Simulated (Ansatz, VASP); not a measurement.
# TiPt (Ti-Pt-Pt-Ti stack, (111) layers) in two plane-wave programs

One calculation is typed for both programs; each brings its own data sets. How far apart do they land? The cell is taken from a series of runs on this material, whose earlier steps may have relaxed, scaled, displaced or heated it; both programs get it as it stands.

Calculated with Ansatz 0.2.0; plane waves, with VASP 6.6.1 beside it; PBEsol.

## Step 1: The structure

The cell holds 4 atoms: 2 Ti and 2 Pt. Cell: a = 2.772 Å, b = 2.772 Å, c = 17.790 Å, α = 90.0°, β = 90.0°, γ = 120.0°. It derives from TiPt. Vacuum lies along c.

As a file:

```cif
data_structure
_symmetry_space_group_name_H-M 'P 1'
_symmetry_Int_Tables_number 1
_cell_length_a 2.7719
_cell_length_b 2.7719
_cell_length_c 17.7896
_cell_angle_alpha 90.000
_cell_angle_beta 90.000
_cell_angle_gamma 120.000
_cell_volume 118.37
loop_
_atom_site_label
_atom_site_type_symbol
_atom_site_fract_x
_atom_site_fract_y
_atom_site_fract_z
_atom_site_occupancy
Ti1 Ti 0.00000 0.00000 0.30917 1
Ti2 Ti 0.00000 0.00000 0.69083 1
Pt3 Pt 0.33333 0.66667 0.43639 1
Pt4 Pt 0.66667 0.33333 0.56361 1
```

## Step 2: VASP: single point, PBEsol

A single point takes one fixed geometry, so differences don't come from the geometry; what else differs is listed under the comparison.

Lines of VASP's logs that name or quote its potential files are left out, and so is its time.

INCAR

```
SYSTEM = TiPt
PREC = Accurate
ENCUT = 400
EDIFF = 1E-06
NELM = 120
ISMEAR = 0
SIGMA = 0.1
LREAL = .FALSE.
ALGO = Normal
GGA = PS
NBANDS = 28
LASPH = .TRUE.
LORBIT = 11
LWAVE = .FALSE.
LCHARG = .FALSE.
ISIF = 2
LDIPOL = .TRUE.
IDIPOL = 3
DIPOL = 0.5 0.5 0.5
LVHAR = .TRUE.
GGA_COMPAT = .FALSE.
NELMDL = -8
```

POSCAR

```
TiPt
1.0
    2.7718600000      0.0000000000      0.0000000000
   -1.3859300000      2.4005000000      0.0000000000
    0.0000000000      0.0000000000     17.7896400000
Ti Pt
2 2
Direct
    0.0000000000      0.0000000000      0.3091687200
    0.0000000000      0.0000000000      0.6908312800
    0.3333333333      0.6666666667      0.4363895700
    0.6666666667      0.3333333333      0.5636104300
```

KPOINTS

```
Automatic mesh
0
Gamma
9 9 1
0 0 0
```

PAW data sets: Ti_sv and Pt (PBE family, release 64).

Command:

```console
> mpirun -np 1 vasp_std
```

Numbers of over 12 decimals in the logs are rounded to 6 here.

The log of the run:

```text
[banner, memory and clock lines left out]
running    1 mpi-ranks, on    1 nodes
 distrk:  each k-point on    1 cores,    1 groups
 distr:  one band on    1 cores,    1 groups

 POSCAR found type information on POSCAR TiPt
 POSCAR found :  2 types and       4 ions
|                                                                             |
|               ----> ADVICE to this user running VASP <----                  |
|                                                                             |
|     You enforced a specific xc type in the INCAR file but a different       |
|     [... a line on the potential file left out ...]
|     I HOPE YOU KNOW WHAT YOU ARE DOING!                                     |
|                                                                             |

 LDA part: xc-table for (Slater+PW92), standard interpolation
 POSCAR, INCAR and KPOINTS ok, starting setup
 FFT: planning ... GRIDC
 FFT: planning ... GRID_SOFT
 FFT: planning ... GRID
 WAVECAR not read
 entering main loop
       N       E                     dE             d eps       ncg     rms          rms(c)
DAV:   1     0.429467498358E+03    0.42947E+03   -0.20174E+04   728   0.136E+03
DAV:   2     0.217318769109E+02   -0.40774E+03   -0.39448E+03   720   0.416E+02
DAV:   3    -0.278157768009E+02   -0.49548E+02   -0.47890E+02  1220   0.124E+02
DAV:   4    -0.329547086537E+02   -0.51389E+01   -0.50941E+01   988   0.352E+01
DAV:   5    -0.333865900918E+02   -0.43188E+00   -0.43132E+00   996   0.835E+00
DAV:   6    -0.333959164226E+02   -0.93263E-02   -0.93246E-02   976   0.147E+00
DAV:   7    -0.333963181506E+02   -0.40173E-03   -0.40170E-03  1012   0.219E-01
DAV:   8    -0.333963225442E+02   -0.43937E-05   -0.43934E-05   968   0.296E-02    0.200E+01
DAV:   9    -0.332053917580E+02    0.19093E+00   -0.30150E+01   824   0.277E+01    0.195E+01
DAV:  10    -0.308160562636E+02    0.23893E+01   -0.28236E+01   976   0.227E+01    0.715E+00
DAV:  11    -0.306528379519E+02    0.16322E+00   -0.92077E+00  1012   0.160E+01    0.849E+00
DAV:  12    -0.301289153587E+02    0.52392E+00   -0.45296E+00   936   0.886E+00    0.315E+00
DAV:  13    -0.300451816742E+02    0.83734E-01   -0.45019E-01   984   0.299E+00    0.487E-01
DAV:  14    -0.300452468459E+02   -0.65172E-04   -0.12525E-02   952   0.780E-01    0.280E-01
DAV:  15    -0.300449479395E+02    0.29891E-03   -0.18843E-03  1032   0.282E-01    0.125E-01
DAV:  16    -0.300452619772E+02   -0.31404E-03   -0.55856E-04   912   0.143E-01    0.459E-02
DAV:  17    -0.300456066250E+02   -0.34465E-03   -0.27507E-04   984   0.649E-02    0.276E-02
DAV:  18    -0.300464152181E+02   -0.80859E-03   -0.24670E-04   788   0.731E-02    0.341E-02
DAV:  19    -0.300465885901E+02   -0.17337E-03   -0.63197E-05   840   0.322E-02    0.173E-02
DAV:  20    -0.300466156621E+02   -0.27072E-04   -0.21445E-05   740   0.173E-02    0.727E-03
DAV:  21    -0.300466394525E+02   -0.23790E-04   -0.99558E-06   624   0.145E-02    0.225E-03
DAV:  22    -0.300466437403E+02   -0.42878E-05   -0.12141E-06   448   0.656E-03    0.143E-03
DAV:  23    -0.300466448565E+02   -0.11162E-05   -0.44952E-07   440   0.307E-03    0.127E-03
DAV:  24    -0.300466449274E+02   -0.70965E-07   -0.12495E-07   416   0.215E-03
   1 F= -.30046645E+02 E0= -.30019557E+02  d E =-.541750E-01
```

From OUTCAR (step 2):

```text
ion  position               nearest neighbor table
   1  0.000  0.000  0.309-   3 2.77   3 2.77   3 2.77
   2  0.000  0.000  0.691-   4 2.77   4 2.77   4 2.77
   3  0.333  0.667  0.436-   1 2.77   4 2.77   1 2.77   1 2.77   4 2.77   4 2.77
   4  0.667  0.333  0.564-   2 2.77   3 2.77   2 2.77   2 2.77   3 2.77   3 2.77

  LATTYP: Found a hexagonal cell.
 ALAT       =     2.7718600000
 C/A-ratio  =     6.4179431862

 Subroutine GETGRP returns: Found 12 space group operations
 (whereof 12 operations were pure point group operations)

The static configuration has the point symmetry D_3d.

 Found     12 irreducible k-points:

   k-points           NKPTS =     12   k-points in BZ     NKDIM =     12   number of bands    NBANDS=     28

   dimension x,y,z NGX =    18 NGY =   18 NGZ =  120
   dimension x,y,z NGXF=    36 NGYF=   36 NGZF=  240

   ENCUT  =  400.0 eV  29.40 Ry    5.42 a.u.   4.52  4.52 29.01*2*pi/ulx,y,z

   NELECT =      44.0000    total number of electrons

 k-points in reciprocal lattice and weights: Automatic mesh
   0.00000000  0.00000000  0.00000000       0.012
   0.11111111  0.00000000  0.00000000       0.074
   0.22222222  0.00000000  0.00000000       0.074
   0.33333333  0.00000000  0.00000000       0.074
   0.44444444  0.00000000  0.00000000       0.074
   0.11111111  0.11111111  0.00000000       0.074
   0.22222222  0.11111111  0.00000000       0.148
   0.33333333  0.11111111  0.00000000       0.148
   0.44444444  0.11111111  0.00000000       0.074
   0.22222222  0.22222222  0.00000000       0.074
   0.33333333  0.22222222  0.00000000       0.148
   0.33333333  0.33333333  0.00000000       0.025

 dipolmoment           0.000000      0.000000     -0.000000 electrons x Angstroem

 average (electrostatic) potential at core
       1 -77.2045       2 -77.2045       3 -70.7973       4 -70.7973

 E-fermi :   3.3591

 k-point     1 :       0.0000    0.0000    0.0000
  band No.  band energies     occupation
    ...
     21       2.1460      2.00000
     22       2.1460      2.00000
     23       2.9298      2.00000
     24       3.1565      1.99584
     25       3.3393      1.22080
     26       4.4239      0.00000
     27       4.4273      0.00000
     28       4.4523      0.00000

 k-point     2 :       0.1111    0.0000    0.0000
  band No.  band energies     occupation
    ...
     20       1.6631      2.00000
     21       1.9615      2.00000
     22       2.1674      2.00000
     23       3.2937      1.64489
     24       3.3105      1.50796
     25       3.7326      0.00000
     26       4.1850      0.00000
     27       4.3384      0.00000
     28       4.6926      0.00000

 k-point     3 :       0.2222    0.0000    0.0000
  band No.  band energies     occupation
    ...
     19       1.2625      2.00000
     20       1.7558      2.00000
     21       2.1473      2.00000
     22       2.1785      2.00000
     23       3.3505      1.09703
     24       3.4322      0.30156
     25       3.7352      0.00000
     26       4.1065      0.00000
     27       4.8147      0.00000
     28       5.4536      0.00000

  Total       -0.9164819     -0.9164810     -1.0361503     -0.0000000      0.0000000      0.0000000
  in kB      -12.4049296    -12.4049175    -14.0246869     -0.0000000      0.0000000      0.0000000
  external PRESSURE =     -12.9448447 kB  Pullay stress =       0.0000000 kB

  energy-cutoff  :      400.00
  volume of cell :      118.37
      direct lattice vectors                 reciprocal lattice vectors
     2.771860000  0.000000000  0.000000000     0.360768581  0.208289940  0.000000000
    -1.385930000  2.400500000  0.000000000     0.000000000  0.416579879  0.000000000
     0.000000000  0.000000000 17.789640000     0.000000000  0.000000000  0.056212492

 POSITION                                       TOTAL-FORCE (eV/Angst)
 -----------------------------------------------------------------------------------
      0.00000      0.00000      5.50000         0.000000     -0.000000      0.601318
      0.00000      0.00000     12.28964        -0.000000      0.000000     -0.601318
     -0.00000      1.60033      7.76321         0.000000      0.000000     -1.432950
      1.38593      0.80017     10.02643        -0.000000     -0.000000      1.432950
 -----------------------------------------------------------------------------------
    total drift:                               -0.000000      0.000000      0.000000

  FREE ENERGIE OF THE ION-ELECTRON SYSTEM (eV)
  ---------------------------------------------------
  free  energy   TOTEN  =       -30.0466449274 eV

  energy  without entropy=      -29.9924699170  energy(sigma->0) =      -30.01955742

 vacuum level on the upper side and lower side of the slab         8.011         8.011

 total charge
# of ion       s       p       d       tot
------------------------------------------
    1        2.246   6.092   1.951  10.289
    2        2.246   6.092   1.951  10.289
    3        0.686   0.620   8.062   9.368
    4        0.686   0.620   8.062   9.368
--------------------------------------------------
tot          5.864  13.424  20.026  39.314

[... 3 further parts left out ...]
```

The run ends at a pressure of -1.29 GPa, with forces up to 1.4 eV/Å.

## Step 3: Ansatz: single point, PBEsol

Ansatz runs on its PAW soft_1 files.

The same cell, functional, mesh and smearing now go to Ansatz, which takes its cutoff from its data sets.

input.yaml

```yaml
crystal:
  lattice:
    - [2.77186, 0.0, 0.0]
    - [-1.38593, 2.4005, 0.0]
    - [0.0, 0.0, 17.78964]
  atoms:
    - { symbol: Ti, position: [0.0, 0.0, 0.30916872] }
    - { symbol: Pt, position: [0.33333333, 0.66666667, 0.43638957] }
    - { symbol: Pt, position: [0.66666667, 0.33333333, 0.56361043] }
    - { symbol: Ti, position: [0.0, 0.0, 0.69083128] }
  periodic: [true, true, false]
kpoints:
  mp_grid: { grid: [9, 9, 1] }
hamiltonian:
  xc: pbesol
  pseudopotentials: { kind: paw, azcp: { folder: soft_1 }, xc_functional: pbe }
scf:
  occupations: { method: gaussian, width: 0.1 }
output:
  forces: true
  stress: true
  eigenvalues: true
```

Command:

```console
> ansatz run input.yaml --threads 4 --pin off --max-ram 12288MiB --backend cpu --events-out ev --progress --plain --runs-dir out
```

The log of the run:

```text
Warning: crystal.periodic: the lattice vector that does not repeat stood 0.000° off the slab's normal, 17.790 Å along it as the deck builds it. The run solves the slab on a vector along the normal, 37.379 Å long, with every atom where it was (on the deck's vector they left 11.00 Å outside them, and the widest stretch free of ions among them is 2.26 Å). A fractional position that the run reports is one of the run's ce [...]
crystal.periodic: the lattice vector that does not repeat stood 0.000° off the slab's normal, 17.790 Å along it as the deck builds it. The run solves the slab on a vector along the normal, 37.379 Å long, with every atom where it was (on the deck's vector they left 11.00 Å outside them, and the widest stretch free of ions among them is 2.26 Å). A fractional position that the run reports is one of the run's cell, which [...]
Engine: ansatz 0.2.0, aarch64-unknown-linux-gnu
Pseudopotentials: kind: paw
Pseudopotential: Ti, paw, valence charge 12, recommended cutoff 420 eV (normal), soft_1/Ti.paw.azcp
Pseudopotential: Pt, paw, valence charge 18, recommended cutoff 420 eV (normal), soft_1/Pt.paw.azcp
Functional definition: PBEsol
  exchange = pbesol_x
  correlation = pbesol_c
Crystal: 4 atoms, lattice volume = 248.716 Å³
Basis set: ecut = 420 eV, 4889 PW (Γ), exchange–correlation on 40×40×500 points (8 copies of the dense FFT grid, shifted against one another)
Bands: 36, of which v1, the nominal top of the filled ones, is band 30 counted from 1 (29 counted from 0)
Symmetry: 12 space group operations
Space group: P-3m1 (ITA 164), of the structure as read, at distance tolerance 6.3e-5 Å
k-points: 12 of 81
Non-local potential: Ti, projectors of the file, l = 0: 3, l = 1: 2, l = 2: 3, l = 3: 1
Non-local potential: Pt, projectors of the file, l = 0: 3, l = 1: 2, l = 2: 2, l = 3: 1
PAW form: soft (Blöchl's): semilocal exchange-correlation on the pseudo side does not see the compensation charge
PAW frozen core: Ti, regenerated for the run's functional, and the local potential with it (the file was generated under x = pbe(κ = 0.804, μ = 0.219515), c = pbe(β = 0.066725))
PAW frozen core: Pt, regenerated for the run's functional, and the local potential with it (the file was generated under x = pbe(κ = 0.804, μ = 0.219515), c = pbe(β = 0.066725))
PAW one-centre angular grid: Ti, 590 points (default); XC on 64 Gauss nodes
PAW one-centre angular grid: Pt, 590 points (default); XC on 64 Gauss nodes
Initial density: superposition of atomic densities (neutral atoms: chi_scale 0, normalization atom)
Initial wavefunctions: pseudopotential atomic-orbital guess
Functional: x = pbesol(κ = 0.804, μ = 0.123457), c = pbesol(β = 0.046)
SCF iter   1: F=—  HF=-29725.014278 eV  |F-HF|=—  |Δ(HF+E_count)|=         —  Δρ=1.12e-1  dr2=1.70e2  ethr=3.10e-3  ⟨swp⟩=13.6  Hψ=3019  notcnv=0
preconditioner: auto → LDOS  [metal: Δε(μ)=0.092 eV  Ē_g=4.004 eV  σ=0.100 eV  W_gap=0.49  n_scr=24 (ndim 8)  ℏωp=12.5 eV  f_vac=0.693  D(μ)=3.29/eV (n_scr^D=18)  β→1.0]
SCF iter   2: F=—  HF=-29730.876956 eV  |F-HF|=—  |Δ(HF+E_count)|=    5.86e0  Δρ=1.15e-1  dr2=1.16e2  ethr=3.10e-3  ⟨swp⟩=6.2  Hψ=1566  notcnv=0  defer=11
SCF iter   3: F=—  HF=-29720.168507 eV  |F-HF|=—  |Δ(HF+E_count)|=    1.07e1  Δρ=5.49e-2  dr2=3.55e1  ethr=3.10e-3  ⟨swp⟩=4.8  Hψ=1352  notcnv=0  defer=7
SCF iter   4: F=—  HF=-29718.121505 eV  |F-HF|=—  |Δ(HF+E_count)|=    2.05e0  Δρ=1.31e-2  dr2=3.86e0  ethr=3.10e-3  ⟨swp⟩=3.4  Hψ=1059  notcnv=0  defer=5
SCF iter   5: F=—  HF=-29718.041538 eV  |F-HF|=—  |Δ(HF+E_count)|=   8.00e-2  Δρ=7.37e-3  dr2=6.54e-1  ethr=3.10e-3  ⟨swp⟩=1.7  Hψ=556  notcnv=0  defer=6
SCF iter   6: F=—  HF=-29718.011429 eV  |F-HF|=—  |Δ(HF+E_count)|=   3.01e-2  Δρ=1.78e-3  dr2=4.43e-2  ethr=1.09e-3  ⟨swp⟩=3.2  Hψ=709  notcnv=0  defer=6
SCF iter   7: F=—  HF=-29718.015951 eV  |F-HF|=—  |Δ(HF+E_count)|=   4.52e-3  Δρ=2.06e-3  dr2=5.14e-2  ethr=7.38e-5  ⟨swp⟩=3.6  Hψ=1026  notcnv=0  defer=5
SCF iter   8: F=—  HF=-29718.014605 eV  |F-HF|=—  |Δ(HF+E_count)|=   1.35e-3  Δρ=8.66e-4  dr2=2.77e-3  ethr=7.38e-5  ⟨swp⟩=2.9  Hψ=688  notcnv=0  defer=5
SCF iter   9: F=—  HF=-29718.014106 eV  |F-HF|=—  |Δ(HF+E_count)|=   4.99e-4  Δρ=1.83e-4  dr2=1.25e-4  ethr=4.61e-6  ⟨swp⟩=3.8  Hψ=899  notcnv=0  defer=5
SCF iter  10: F=—  HF=-29718.014118 eV  |F-HF|=—  |Δ(HF+E_count)|=   1.26e-5  Δρ=7.96e-5  dr2=2.38e-5  ethr=2.09e-7  ⟨swp⟩=4.1  Hψ=1088  notcnv=0  defer=5
SCF iter  11: F=—  HF=-29718.014054 eV  |F-HF|=—  |Δ(HF+E_count)|=   6.42e-5  Δρ=3.04e-5  dr2=2.25e-6  ethr=3.97e-8  ⟨swp⟩=3.8  Hψ=1017  notcnv=0  defer=6
SCF iter  12: F=—  HF=-29718.014058 eV  |F-HF|=—  |Δ(HF+E_count)|=   3.82e-6  Δρ=1.36e-5  dr2=7.41e-7  ethr=3.76e-9  ⟨swp⟩=3.6  Hψ=942  notcnv=0  defer=6
SCF iter  13: F=-29718.014059 eV  HF=-29718.014058 eV  |F-HF|=2.12e-7  |Δ(HF+E_count)|=   4.02e-7  Δρ=3.23e-6  dr2=1.77e-8  ethr=1.67e-10  ⟨swp⟩=13.8  Hψ=3107  notcnv=0
SCF 1 converged in 13 iterations: F = -29718.014059 eV  dr2 = 1.77e-8
  greatest PAW one-centre occupation: 1.000 electrons in one spin orbital (limit 2), on the Pt atom at site 2 (counted from 0), in its partial waves of l = 0
SCF converged after 13 iterations
Free energy (F): -29718.014059 eV
Harris-Foulkes:  -29718.014058 eV  (|F-HF|=2.12e-7)
Internal energy: -29717.959996 eV  (E = F + TS)
E sigma→0 (E₀):  -29717.987027 eV
Entropy (-TS):   -0.054063 eV (-13.516 meV/atom)
Fermi energy:    -4.651646 eV
--- Per-component energies (eV) ---
  E_band       = -2023.907223
  E_kinetic    = 1758.271250
  E_local      = -329284.101093  (includes V_loc(G=0)·N_el)
  E_nonlocal   = 539.005956
  E_hartree    = 163391.927489
  E_xc         = -692.246419
  E_vxc        = -831.404936  (∫ρ·V_xc dr)
  E_paw        = -20727.381610  (= ΣΔE_a)
  E_vpaw       = -989.525121  (= ΣTr[D̂ρ^β])
  E_aug_tail   = 0.002153  (compensation charges beyond the density's cutoff)
  E_ewald      = 155295.709447
  E_core_change = 0.852832  (= ΣΔE_core)
  E_smearing   = -0.054063  (= −TS)
  E_closure    = -0.000000  (closes the sum)
  Σ components = -29718.014059   (vs F -29718.014059, Δ=0.00e0)
--- Forces (eV/Å), atoms counted from 1 ---
  atom   1  Ti     0.00000000     0.00000000     0.60298646
  atom   2  Pt    -0.00000000     0.00000000    -1.44424307
  atom   3  Pt     0.00000000    -0.00000000     1.44424307
  atom   4  Ti    -0.00000000    -0.00000000    -0.60298646
  max |Σ_I F_I| component: 4.44e-16 eV/Å
--- 2D stress c σ (N/m, compression-positive) ---
       -1.612302      -0.000000       0.000000
        0.000000      -1.612302       0.000000
        0.000000       0.000000       0.000000
  P = ½ c Tr σ = -1.6123 N/m
--- Band table (eV; the first three rows and the last of 12) ---
  k-point 0: bands = [... 26 lower, -6.7290, -6.3613, -5.8657, -5.8657, -5.0811, -4.8572, -4.6737, -3.5848, ... 2 higher]
  k-point 1: bands = [... 26 lower, -6.8456, -6.3510, -6.0523, -5.8443, -4.7182, -4.6984, -4.2786, -3.8240, ... 2 higher]
  k-point 2: bands = [... 26 lower, -6.7545, -6.2584, -5.8662, -5.8331, -4.6596, -4.5787, -4.2747, -3.9005, ... 2 higher]
  k-point 11: bands = [... 26 lower, -4.5872, -4.5872, -4.5367, -4.5367, -4.0046, -4.0046, -3.7256, -3.7256, ... 2 higher]
```

The column dr2 measures how far the density is from self-consistency, as an energy; F and HF (Harris–Foulkes) agree once it is small.

## Step 4: Differences

Known differences besides the potentials themselves: Ansatz cuts the interaction across the vacuum, VASP repeats the sheet with a dipole correction (LDIPOL); the data sets hold 60 valence electrons in Ansatz (on its PAW soft_1 files) and 44 in VASP; the cutoff is 420 eV in Ansatz and 400 eV in VASP; Ansatz makes its cores anew for this functional, VASP keeps those of its PBE data sets. Total energies have different zeros and are not compared.

Forces (eV/Å; atoms numbered as in POSCAR):

| atom | Ansatz x, y, z | VASP x, y, z |
| --- | --- | --- |
| Ti1 | 0.000, 0.000, 0.603 | 0.000, 0.000, 0.601 |
| Ti2 | 0.000, 0.000, -0.603 | 0.000, 0.000, -0.601 |
| Pt3 | 0.000, 0.000, -1.444 | 0.000, 0.000, -1.433 |
| Pt4 | 0.000, 0.000, 1.444 | 0.000, 0.000, 1.433 |

The forces differ by 4.7 meV/Å r.m.s., which is 0.7 % of the r.m.s. force of 0.634 eV/Å (both taken over all components). Where the cell holds vacuum, a pressure given here is an average over it and none of the material.

## Step 5: Outcome

* r.m.s. force difference (single point, PBEsol): 0.73 % of the r.m.s. force

What this shows: The r.m.s. force difference is 0.73 % of the r.m.s. force (single point, PBEsol), within the 3 % picked in this series as the mark of a large difference. The data sets hold unlike numbers of valence electrons (60 in Ansatz and 44 in VASP), so part of the differences may come from the potentials. Such differences can come from data sets, numerical settings and the points named under the comparisons, not from the functional's error against experiment.

[Lines on the potential files, build, host, timing and source positions are cut from VASP's logs without a mark.]

[Logs are printed without paths, hosts, clocks, repeated set-up lines and the standing remarks that a program may print on its own settings, such as how far it seeks lower states.]

[Hosts, paths, dates, database ids (printed as entryN), source tags and the programs' standing remarks are cut or masked in the printed files.]
